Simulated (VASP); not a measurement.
# NiMoIrPdW (P3m1) in VASP: a series of runs

The runs below take NiMoIrPdW through band structure, with optB88-vdW, vdW-DF-cx, rev-vdW-DF2.

Everything below comes from runs of VASP 6.6.1. Logs are shortened: lines on timing, memory, paths and dates and some standing lists are left out, and cuts for length are marked.

### Step 1. The structure

It takes space group P3m1 (No. 156, trigonal). Conventional cell: a = 2.766 Å, b = 2.766 Å, c = 11.307 Å, α = 90.00°, β = 90.00°, γ = 120.00°. Ni (site symmetry 3m) is surrounded by 3 W at 2.59 Å and 3 Pd at 2.66 Å and 6 Ni at 2.77 Å. Around Mo (site symmetry 3m) lie 1 W at 2.64 Å and 3 Ir at 2.69 Å and 6 Mo at 2.77 Å. Around Pd (site symmetry 3m) lie 3 Ni at 2.66 Å and 6 Pd at 2.77 Å and 3 Ir at 2.83 Å. Ir (site symmetry 3m) is surrounded by 3 Mo at 2.69 Å and 6 Ir at 2.77 Å and 3 Pd at 2.83 Å. Around W (site symmetry 3m) lie 3 Ni at 2.59 Å and 1 Mo at 2.64 Å and 6 W at 2.77 Å.

The cell was built by a generator and needn't be a form met in nature.

### Step 2. Band structure, optB88-vdW, collinear spin, ferromagnetic start

Contents of POSCAR:

```
NiMoIrPdW                               
1.0
    2.7656679467     -0.0000053016     -0.0000010183
   -1.3828385647      2.3951304055      0.0000010183
   -0.0000042153      0.0000024337     11.3065185660
  Ni              Mo              Pd              Ir              W             
     1     1     1     1     1
Direct
     0.0000007148176883    0.9999992851823118    0.7094076787477875
     0.6666692090338685    0.3333307909661302    0.2959950408808251
     0.6666694017067089    0.3333305982932909    0.8979775287695990
     0.0000012207196415    0.9999987792803597    0.1048671907666662
     0.6666694537221030    0.3333305462778969    0.5294325608351168
```

Contents of INCAR.step1:

```
AGGAC = 0.0
ALGO = Normal
EDIFF = 1E-6
ENCUT = 520
GGA = BO
ISIF = 2
ISMEAR = -1
ISPIN = 2
KPAR = 4
LASPH = True
LCHARG = True
LMAXMIX = 4
LORBIT = 11
LREAL = False
LUSE_VDW = True
LWAVE = False
MAGMOM = 1 1 0 0.6 0
NELM = 100
PARAM1 = 0.1833333333
PARAM2 = 0.22
PREC = Accurate
SIGMA = 0.05
```

Contents of KPOINTS.step1:

```
k-points
0
Gamma
  11 11 3
```

Contents of INCAR.step2:

```
AGGAC = 0.0
ALGO = Normal
EDIFF = 1E-6
ENCUT = 520
GGA = BO
ICHARG = 11
ISIF = 2
ISMEAR = 0
ISPIN = 2
KPAR = 4
LASPH = True
LCHARG = False
LMAXMIX = 4
LORBIT = 11
LREAL = False
LUSE_VDW = True
LWAVE = False
MAGMOM = 1 1 0 0.6 0
NELM = 100
PARAM1 = 0.1833333333
PARAM2 = 0.22
PREC = Accurate
SIGMA = 0.05
```

Contents of KPOINTS.step2:

```
path GMKGALHA,LM,KH
10
line-mode
reciprocal
 0.0000000000  0.0000000000  0.0000000000  G
 0.5000000000  0.0000000000  0.0000000000  M

 0.5000000000  0.0000000000  0.0000000000  M
 0.3333333333  0.3333333333  0.0000000000  K

 0.3333333333  0.3333333333  0.0000000000  K
 0.0000000000  0.0000000000  0.0000000000  G

 0.0000000000  0.0000000000  0.0000000000  G
 0.0000000000  0.0000000000  0.5000000000  A

 0.0000000000  0.0000000000  0.5000000000  A
 0.5000000000  0.0000000000  0.5000000000  L

 0.5000000000  0.0000000000  0.5000000000  L
 0.3333333333  0.3333333333  0.5000000000  H

 0.3333333333  0.3333333333  0.5000000000  H
 0.0000000000  0.0000000000  0.5000000000  A

 0.5000000000  0.0000000000  0.5000000000  L
 0.5000000000  0.0000000000  0.0000000000  M

 0.3333333333  0.3333333333  0.0000000000  K
 0.3333333333  0.3333333333  0.5000000000  H
```

Potentials or basis: VASP PAW PBE potentials, release 64 (Ni, Mo_sv, Pd, Ir, W_sv).

On the command line:

```
> cat potpaw_PBE.64/Ni/POTCAR potpaw_PBE.64/Mo_sv/POTCAR potpaw_PBE.64/Pd/POTCAR potpaw_PBE.64/Ir/POTCAR potpaw_PBE.64/W_sv/POTCAR > POTCAR
> cp INCAR.step1 INCAR
> cp KPOINTS.step1 KPOINTS
> mpirun -np 4 vasp_std > vasp.out
> cp INCAR.step2 INCAR
> cp KPOINTS.step2 KPOINTS
> mpirun -np 4 vasp_std > vasp.out
```

OUTCAR:

```text
EDIFF = 1E-6
   ENCUT = 520
   GGA = BO
   ICHARG = 11
   ISIF = 2
   ISMEAR = 0
   ISPIN = 2
   LASPH = True
   LORBIT = 11
   LREAL = False
   NELM = 100
   PREC = Accurate

 ion  position               nearest neighbor table
   1  0.000  1.000  0.709-   5 2.59   5 2.59   5 2.59   3 2.66   3 2.66   3 2.66
   2  0.667  0.333  0.296-   5 2.64   4 2.69   4 2.69   4 2.69
   3  0.667  0.333  0.898-   1 2.66   1 2.66   1 2.66   4 2.83   4 2.83   4 2.83
   4  0.000  1.000  0.105-   2 2.69   2 2.69   2 2.69   3 2.83   3 2.83   3 2.83
   5  0.667  0.333  0.529-   1 2.59   1 2.59   1 2.59   2 2.64

  LATTYP: Found a hexagonal cell.
 ALAT       =     2.7656679467
 C/A-ratio  =     4.0881692177

  Lattice vectors:

 A1 = (   2.7656679467,  -0.0000053016,  -0.0000010183)
 A2 = (  -1.3828385647,   2.3951304055,   0.0000010183)
 A3 = (  -0.0000042153,   0.0000024337,  11.3065185660)

Analysis of symmetry for initial positions (statically):
=====================================================================
 Subroutine PRICEL returns:
 Original cell was already a primitive cell.

 Routine SETGRP: Setting up the symmetry group for a
 hexagonal supercell.

 Subroutine GETGRP returns: Found  6 space group operations
 (whereof  6 operations were pure point group operations)
 out of a pool of 24 trial point group operations.

The static configuration has the point symmetry C_3v.

Analysis of symmetry for dynamics (positions and initial velocities):
=====================================================================
 Subroutine PRICEL returns:
 Original cell was already a primitive cell.

 Routine SETGRP: Setting up the symmetry group for a
 hexagonal supercell.

 Subroutine GETGRP returns: Found  6 space group operations
 (whereof  6 operations were pure point group operations)
 out of a pool of 24 trial point group operations.

The dynamic configuration has the point symmetry C_3v.

Analysis of structural, dynamic, and magnetic symmetry:
=====================================================================
 Subroutine PRICEL returns:
 Original cell was already a primitive cell.

 Routine SETGRP: Setting up the symmetry group for a
 hexagonal supercell.

 Subroutine GETGRP returns: Found  6 space group operations
 (whereof  6 operations were pure point group operations)
[... 130 lines left out ...]
   BPARAM     = 6.3000
   IVDW    =     0    specifies the selected vdW correction
   LEPSILON=     F    determine dielectric tensor
   LRPA    =     F    only Hartree local field effects (RPA)
 spin polarized calculation
 Gauss-broadening in eV      SIGMA  =   0.05
  energy-cutoff  :      520.00
  volume of cell :       74.90
 maximum number of plane-waves:      2036
 NGX is ok and might be reduce to    24

 number of electron      56.9999958 magnetization       0.0001928

 Free energy of the ion-electron system (eV)
  ---------------------------------------------------
  ext. energy  EPLUGINS =         0.00000000
  ---------------------------------------------------
  free energy    TOTEN  =       -27.16754414 eV

  energy without entropy =      -27.15599919  energy(sigma->0) =      -27.16177166

 E-fermi :   9.9293     XC(G=0): -13.1607

 val. band max:        9.9281368932   @ k =   0.3333   0.3333   0.2222
 cond. band min:       9.9303874014   @ k =   0.2963   0.2963   0.0000
 fundamental gap:      0.0022505082
 Fermi energy:         9.9292584088

 spin component 1

 k-point     1 :       0.0000    0.0000    0.0000
  band No.  band energies     occupation
      1     -64.0398      1.00000
      2     -51.1512      1.00000
      3     -28.3552      1.00000
      4     -27.6518      1.00000
      5     -27.6517      1.00000
      6     -25.2494      1.00000
[... 901 lines left out ...]
     34      12.2828      0.00000
     35      14.1140      0.00000

 [... further k-points ...]

 spin component 2

 k-point     1 :       0.0000    0.0000    0.0000
  band No.  band energies     occupation
      1     -64.0398      1.00000
      2     -51.1513      1.00000
      3     -28.3552      1.00000
      4     -27.6518      1.00000
      5     -27.6517      1.00000
      6     -25.2495      1.00000
[... 901 lines left out ...]
     34      12.2827      0.00000
     35      14.1138      0.00000

 [... further k-points ...]

------------------------ aborting loop because EDIFF is reached ----------------------------------------

  FORCE on cell =-STRESS in cart. coord.  units (eV):
  Direction    XX          YY          ZZ          XY          YZ          ZX
  --------------------------------------------------------------------------------------
  -------------------------------------------------------------------------------------
  Total        7.6188040      7.6187343     14.3462787     -0.0000292      0.0000047     -0.0000082
  in kB      162.9820445    162.9805549    306.8967061     -0.0006249      0.0001007     -0.0001744
  external PRESSURE =     210.9531019 kB  Pullay stress =       0.0000000 kB

 VOLUME and BASIS-vectors are now :
 -----------------------------------------------------------------------------
  energy-cutoff  :      520.00
  volume of cell :       74.90
      direct lattice vectors                 reciprocal lattice vectors
     2.765667947 -0.000005302 -0.000001018     0.361576706  0.208757825  0.000000090
    -1.382838565  2.395130405  0.000001018     0.000000800  0.417514263 -0.000000090
    -0.000004215  0.000002434 11.306518566     0.000000033 -0.000000019  0.088444555

 POSITION                                       TOTAL-FORCE (eV/Angst)
 -----------------------------------------------------------------------------------
     -1.38284      2.39513      8.02093         0.000000     -0.000000     -0.136930
      1.38284      0.79837      3.34667        -0.000000      0.000000      0.125313
      1.38284      0.79837     10.15300         0.000000     -0.000000     -0.181398
     -1.38283      2.39513      1.18568        -0.000000      0.000000      0.050504
      1.38284      0.79837      5.98604        -0.000000      0.000000      0.142511
 -----------------------------------------------------------------------------------
    total drift:                               -0.029732      0.017174      0.099017

  FREE ENERGIE OF THE ION-ELECTRON SYSTEM (eV)
  ---------------------------------------------------
  free  energy   TOTEN  =       -27.1675441409 eV

  energy  without entropy=      -27.1559991881  energy(sigma->0) =      -27.16177166

Total vdW correction in eV:      8.3805115

 total charge

# of ion       s       p       d       tot
------------------------------------------
    1        0.458   0.385   8.421   9.264
    2        2.389   6.172   4.020  12.581
    3        0.484   0.410   8.671   9.565
    4        0.654   0.569   6.939   8.162
    5        2.421   6.258   3.591  12.270
--------------------------------------------------
tot          6.406  13.794  31.643  51.843

 magnetization (x)

# of ion       s       p       d       tot
------------------------------------------
    1        0.000   0.000   0.000   0.000
    2       -0.000  -0.000  -0.000  -0.000
    3       -0.000   0.000   0.000   0.000
    4        0.000  -0.000  -0.000  -0.000
    5        0.000  -0.000   0.000   0.000
--------------------------------------------------
tot          0.000  -0.000   0.000   0.000
```

Run time: 3.5 min. Hardware: 4 MPI ranks of Intel Xeon 6975P-C (Granite Rapids), shared host; peak memory 0.83 GiB.

Results:

| Property | Result |
| --- | --- |
| Band gap along the path | none (metal or under the smearing width) |
| Net moment | 0.00 μB per cell |

Levels at the corners of the path, in eV from the Fermi level:
Spin up:
| point | band 25 | band 26 | band 27 | band 28 | band 29 | band 30 |
| --- | --- | --- | --- | --- | --- | --- |
| Γ | -1.44 | -1.44 | -0.88 | -0.88 | -0.82 | -0.12 |
| M | -0.39 | -0.37 | -0.06 | 0.97 | 1.06 | 1.19 |
| M | -0.39 | -0.37 | -0.06 | 0.97 | 1.06 | 1.19 |
| K | -0.43 | -0.29 | -0.06 | -0.01 | 0.03 | 0.20 |
| K | -0.43 | -0.29 | -0.06 | -0.01 | 0.03 | 0.20 |
| Γ | -1.44 | -1.44 | -0.88 | -0.88 | -0.82 | -0.12 |
| Γ | -1.44 | -1.44 | -0.88 | -0.88 | -0.82 | -0.12 |
| A | -1.34 | -1.34 | -1.02 | -0.97 | -0.97 | -0.01 |
| A | -1.34 | -1.34 | -1.02 | -0.97 | -0.97 | -0.01 |
| L | -0.37 | -0.06 | 0.26 | 0.89 | 1.03 | 1.26 |
| L | -0.37 | -0.06 | 0.26 | 0.89 | 1.03 | 1.26 |
| H | -0.43 | -0.30 | -0.06 | 0.01 | 0.19 | 0.26 |
| H | -0.43 | -0.30 | -0.06 | 0.01 | 0.19 | 0.26 |
| A | -1.34 | -1.34 | -1.02 | -0.97 | -0.97 | -0.01 |
| L | -0.37 | -0.06 | 0.26 | 0.89 | 1.03 | 1.26 |
| M | -0.39 | -0.37 | -0.06 | 0.97 | 1.06 | 1.19 |
| K | -0.43 | -0.29 | -0.06 | -0.01 | 0.03 | 0.20 |
| H | -0.43 | -0.30 | -0.06 | 0.01 | 0.19 | 0.26 |
Spin down:
```tsv
point	band 24	band 25	band 26	band 27	band 28	band 29	band 30	band 31
Γ	-1.55	-1.44	-1.44	-0.88	-0.88	-0.82	-0.12	-0.12
M	-0.53	-0.39	-0.37	-0.06	0.97	1.06	1.19	2.09
M	-0.53	-0.39	-0.37	-0.06	0.97	1.06	1.19	2.09
K	-1.12	-0.43	-0.29	-0.06	-0.01	0.03	0.20	1.01
K	-1.12	-0.43	-0.29	-0.06	-0.01	0.03	0.20	1.01
Γ	-1.55	-1.44	-1.44	-0.88	-0.88	-0.82	-0.12	-0.12
Γ	-1.55	-1.44	-1.44	-0.88	-0.88	-0.82	-0.12	-0.12
A	-1.57	-1.34	-1.34	-1.02	-0.97	-0.97	-0.01	-0.01
A	-1.57	-1.34	-1.34	-1.02	-0.97	-0.97	-0.01	-0.01
L	-0.45	-0.37	-0.06	0.26	0.89	1.03	1.26	1.34
L	-0.45	-0.37	-0.06	0.26	0.89	1.03	1.26	1.34
H	-1.07	-0.43	-0.30	-0.06	0.01	0.19	0.26	1.02
H	-1.07	-0.43	-0.30	-0.06	0.01	0.19	0.26	1.02
A	-1.57	-1.34	-1.34	-1.02	-0.97	-0.97	-0.01	-0.01
L	-0.45	-0.37	-0.06	0.26	0.89	1.03	1.26	1.34
M	-0.53	-0.39	-0.37	-0.06	0.97	1.06	1.19	2.09
K	-1.12	-0.43	-0.29	-0.06	-0.01	0.03	0.20	1.01
H	-1.07	-0.43	-0.30	-0.06	0.01	0.19	0.26	1.02
```

Caveat: the log is that of the step along the path at fixed density, whose energy, stress, charges and moments have no meaning; the PAW data sets were made with another functional, which shifts forces and pressure a little; spin-orbit coupling is left out, which moves the levels of the heavy elements.

### Step 3. Band structure, vdW-DF-cx, collinear spin, ferromagnetic start

This run uses another cell than the first one, of 14.50 Å³/atom, 0.968 times its volume.

Contents of POSCAR:

```
NiMoIrPdW                               
1.0
    2.7332607785     -0.0000036213     -0.0000009648
   -1.3666335254      2.3670660130      0.0000009648
   -0.0000040085      0.0000023143     11.2083291575
  Ni              Mo              Pd              Ir              W             
     1     1     1     1     1
Direct
     0.0000008312766051    0.9999991687233368    0.7102770084838018
     0.6666693165278275    0.3333306834722775    0.2954727354049981
     0.6666692767990999    0.3333307232009492    0.8983699969091086
     0.0000013039967839    0.9999986960030841    0.1038715569093424
     0.6666692713996939    0.3333307286003419    0.5296887022927443
```

Edit INCAR.step1 of step 2 so:

```diff
@@ -4,3 +4,3 @@
 ENCUT = 520
-GGA = BO
+GGA = CX
 ISIF = 2
@@ -18,4 +18,2 @@
 NELM = 100
-PARAM1 = 0.1833333333
-PARAM2 = 0.22
 PREC = Accurate
```

KPOINTS.step1 is that of step 2.

Edit INCAR.step2 of step 2 so:

```diff
@@ -4,3 +4,3 @@
 ENCUT = 520
-GGA = BO
+GGA = CX
 ICHARG = 11
@@ -19,4 +19,2 @@
 NELM = 100
-PARAM1 = 0.1833333333
-PARAM2 = 0.22
 PREC = Accurate
```

KPOINTS.step2 is that of step 2.

Potentials or basis: VASP PAW PBE potentials, release 64 (Ni, Mo_sv, Pd, Ir, W_sv).

On the command line:

```
> cat potpaw_PBE.64/Ni/POTCAR potpaw_PBE.64/Mo_sv/POTCAR potpaw_PBE.64/Pd/POTCAR potpaw_PBE.64/Ir/POTCAR potpaw_PBE.64/W_sv/POTCAR > POTCAR
> cp INCAR.step1 INCAR
> cp KPOINTS.step1 KPOINTS
> mpirun -np 4 vasp_std > vasp.out
> cp INCAR.step2 INCAR
> cp KPOINTS.step2 KPOINTS
> mpirun -np 4 vasp_std > vasp.out
```

Wall time 2.9 min (4 MPI ranks of Intel Xeon 6975P-C (Granite Rapids), shared host); peak memory 0.72 GiB.

The run converged. Its results:

```yaml
Band_gap_along_the_path: none (metal or under the smearing width)
Net_moment: 0.00 μB per cell
```

Levels at the corners of the path, in eV from the Fermi level:
Spin up:
```tsv
point	band 25	band 26	band 27	band 28	band 29	band 30
Γ	-1.47	-1.47	-0.97	-0.91	-0.91	-0.11
M	-0.49	-0.37	-0.06	1.05	1.06	1.28
M	-0.49	-0.37	-0.06	1.05	1.06	1.28
K	-0.44	-0.30	-0.05	-0.03	0.08	0.18
K	-0.44	-0.30	-0.05	-0.03	0.08	0.18
Γ	-1.47	-1.47	-0.97	-0.91	-0.91	-0.11
Γ	-1.47	-1.47	-0.97	-0.91	-0.91	-0.11
A	-1.37	-1.37	-1.14	-1.01	-1.01	-0.01
A	-1.37	-1.37	-1.14	-1.01	-1.01	-0.01
L	-0.37	-0.06	0.16	0.85	1.13	1.30
L	-0.37	-0.06	0.16	0.85	1.13	1.30
H	-0.44	-0.32	-0.05	0.06	0.17	0.26
H	-0.44	-0.32	-0.05	0.06	0.17	0.26
A	-1.37	-1.37	-1.14	-1.01	-1.01	-0.01
L	-0.37	-0.06	0.16	0.85	1.13	1.30
M	-0.49	-0.37	-0.06	1.05	1.06	1.28
K	-0.44	-0.30	-0.05	-0.03	0.08	0.18
H	-0.44	-0.32	-0.05	0.06	0.17	0.26
```
Spin down:
```
point  band 24  band 25  band 26  band 27  band 28  band 29  band 30  band 31
    Γ    -1.59    -1.47    -1.47    -0.97    -0.91    -0.91    -0.11    -0.11
    M    -0.54    -0.49    -0.37    -0.06     1.05     1.06     1.28     2.12
    M    -0.54    -0.49    -0.37    -0.06     1.05     1.06     1.28     2.12
    K    -1.17    -0.44    -0.30    -0.05    -0.03     0.08     0.18     1.07
    K    -1.17    -0.44    -0.30    -0.05    -0.03     0.08     0.18     1.07
    Γ    -1.59    -1.47    -1.47    -0.97    -0.91    -0.91    -0.11    -0.11
    Γ    -1.59    -1.47    -1.47    -0.97    -0.91    -0.91    -0.11    -0.11
    A    -1.62    -1.37    -1.37    -1.14    -1.01    -1.01    -0.01    -0.01
    A    -1.62    -1.37    -1.37    -1.14    -1.01    -1.01    -0.01    -0.01
    L    -0.46    -0.37    -0.06     0.16     0.85     1.13     1.30     1.34
    L    -0.46    -0.37    -0.06     0.16     0.85     1.13     1.30     1.34
    H    -1.11    -0.44    -0.32    -0.05     0.06     0.17     0.26     1.01
    H    -1.11    -0.44    -0.32    -0.05     0.06     0.17     0.26     1.01
    A    -1.62    -1.37    -1.37    -1.14    -1.01    -1.01    -0.01    -0.01
    L    -0.46    -0.37    -0.06     0.16     0.85     1.13     1.30     1.34
    M    -0.54    -0.49    -0.37    -0.06     1.05     1.06     1.28     2.12
    K    -1.17    -0.44    -0.30    -0.05    -0.03     0.08     0.18     1.07
    H    -1.11    -0.44    -0.32    -0.05     0.06     0.17     0.26     1.01
```

Caveat: the log is that of the step along the path at fixed density, whose energy, stress, charges and moments have no meaning; the PAW data sets were made with another functional, which shifts forces and pressure a little; spin-orbit coupling is left out, which moves the levels of the heavy elements.

(Continued in part 2 of 2.)
